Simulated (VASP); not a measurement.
Output of a VASP run:

File OSZICAR:
```
       N       E                     dE             d eps       ncg     rms          rms(c)
DAV:   1     0.206454557884E+02    0.20645E+02   -0.48152E+03   846   0.933E+02
DAV:   2    -0.168960906988E+02   -0.37542E+02   -0.37262E+02   937   0.170E+02
DAV:   3    -0.187766952928E+02   -0.18806E+01   -0.18692E+01  1361   0.301E+01
DAV:   4    -0.188392647474E+02   -0.62569E-01   -0.62458E-01  1144   0.463E+00
DAV:   5    -0.188416408896E+02   -0.23761E-02   -0.23683E-02  1427   0.483E-01    0.891E+00
DAV:   6    -0.143698471242E+02    0.44718E+01   -0.28821E+00   928   0.947E+00    0.721E+00
DAV:   7    -0.150410957661E+02   -0.67125E+00   -0.85215E-01   959   0.781E+00    0.481E+00
DAV:   8    -0.157333706977E+02   -0.69227E+00   -0.55473E-01   910   0.482E+00    0.998E-01
DAV:   9    -0.150641608797E+02    0.66921E+00   -0.63432E-01   887   0.542E+00    0.706E-01
DAV:  10    -0.150723855301E+02   -0.82247E-02   -0.52817E-02   906   0.307E+00    0.535E-01
DAV:  11    -0.150760581715E+02   -0.36726E-02   -0.21130E-03  1083   0.589E-01    0.439E-01
DAV:  12    -0.150604707474E+02    0.15587E-01   -0.84883E-03   863   0.130E+00    0.976E-02
DAV:  13    -0.150610453814E+02   -0.57463E-03   -0.41202E-03   863   0.934E-01    0.538E-02
DAV:  14    -0.150541160063E+02    0.69294E-02   -0.30232E-03   953   0.674E-01    0.104E-01
DAV:  15    -0.150532803055E+02    0.83570E-03   -0.25640E-04  1272   0.176E-01    0.178E-01
DAV:  16    -0.150535166477E+02   -0.23634E-03   -0.11443E-05  1181   0.329E-02    0.162E-01
DAV:  17    -0.150530717640E+02    0.44488E-03   -0.72417E-04   884   0.228E-01    0.118E-01
DAV:  18    -0.150531022058E+02   -0.30442E-04   -0.13138E-05  1248   0.296E-02    0.957E-02
DAV:  19    -0.150531013553E+02    0.85046E-06   -0.12426E-05   918   0.265E-02    0.925E-02
DAV:  20    -0.150531182067E+02   -0.16851E-04   -0.25343E-06   960   0.205E-02    0.681E-02
DAV:  21    -0.150531246621E+02   -0.64554E-05   -0.29759E-05   988   0.616E-02    0.537E-02
DAV:  22    -0.150531380931E+02   -0.13431E-04   -0.11185E-05  1103   0.323E-02    0.500E-02
DAV:  23    -0.150531287406E+02    0.93525E-05   -0.47760E-06  1000   0.229E-02    0.214E-02
DAV:  24    -0.150531289830E+02   -0.24239E-06   -0.25724E-06   859   0.147E-02    0.115E-02
DAV:  25    -0.150531287030E+02    0.27998E-06   -0.53120E-07   882   0.875E-03    0.881E-03
DAV:  26    -0.150531304476E+02   -0.17446E-05   -0.36314E-07   875   0.675E-03    0.150E-03
DAV:  27    -0.150531299133E+02    0.53430E-06   -0.81158E-08   892   0.339E-03    0.645E-04
DAV:  28    -0.150531303101E+02   -0.39683E-06   -0.19421E-08   437   0.162E-03    0.758E-04
DAV:  29    -0.150531305902E+02   -0.28010E-06   -0.13901E-08   434   0.832E-04    0.767E-04
DAV:  30    -0.150531306172E+02   -0.26970E-07   -0.85038E-09   432   0.117E-03
   1 F= -.14439827E+02 E0= -.14439940E+02  d E =-.144398E+02
```

**OUTCAR**
```
------------------------ aborting loop because EDIFF is reached ----------------------------------------
  FORCE on cell =-STRESS in cart. coord.  units (eV):
  Direction    XX          YY          ZZ          XY          YZ          ZX
  --------------------------------------------------------------------------------------
  Total        0.6122458      0.6122458      0.6122458      0.0000000      0.0000000      0.0000000
  in kB       19.9654936     19.9654936     19.9654936      0.0000000      0.0000000      0.0000000
  external PRESSURE =      -0.0345064 kB  Pullay stress =      20.0000000 kB
  volume of cell :       49.13
      direct lattice vectors                 reciprocal lattice vectors
     0.000000000  2.906980455  2.906980455    -0.171999780  0.171999780  0.171999780
     2.906980455  0.000000000  2.906980455     0.171999780 -0.171999780  0.171999780
     2.906980455  2.906980455  0.000000000     0.171999780  0.171999780 -0.171999780
 POSITION                                       TOTAL-FORCE (eV/Angst)
 -----------------------------------------------------------------------------------
      0.00000      0.00000      0.00000         0.000000      0.000000      0.000000
 -----------------------------------------------------------------------------------
    total drift:                               -0.000000     -0.000000      0.000000
  FREE ENERGIE OF THE ION-ELECTRON SYSTEM (eV)
  ---------------------------------------------------
  free  energy   TOTEN  =       -15.0531306172 eV

  energy  without entropy=      -15.0534707404  energy(sigma->0) =      -15.05324399
  enthalpy is  TOTEN    =       -14.4398266915 eV   P V=        0.6133039257

 reached required accuracy - stopping structural energy minimisation
```
(Selected blocks of OUTCAR.)

POSCAR:
```
Sr
1
    0.0000000000     2.9069804555     2.9069804555
    2.9069804555     0.0000000000     2.9069804555
    2.9069804555     2.9069804555     0.0000000000
Sr
1
Direct
  0.0000000000   0.0000000000   0.0000000000
```

**Question.** Reconstruct the remaining input files.

**Answer.** Several could match; the one computed here: the input of the run itself, r2SCAN meta-GGA, plane waves, VASP's PBE PAW potentials (set 64).

KPOINTS:
```
Automatic mesh
0
Gamma
10 10 10
0 0 0
```

INCAR:
```
SYSTEM = Sr
PREC = Accurate
ENCUT = 480
EDIFF = 1E-7
NELM = 100
ALGO = Normal
LREAL = .FALSE.
LASPH = .TRUE.
ISMEAR = 1
SIGMA = 0.1
METAGGA = R2SCAN
LMIXTAU = .TRUE.
LMAXMIX = 4
LWAVE = .FALSE.
LCHARG = .FALSE.
ISIF = 3
IBRION = 2
NSW = 40
EDIFFG = -0.01
PSTRESS = 20
```

POTCAR, in this order: Sr_sv (PBE.64 set). Program: vasp_std.

The compound is Sr in the fcc structure. It was relaxed first under an external pressure of 2 GPa.
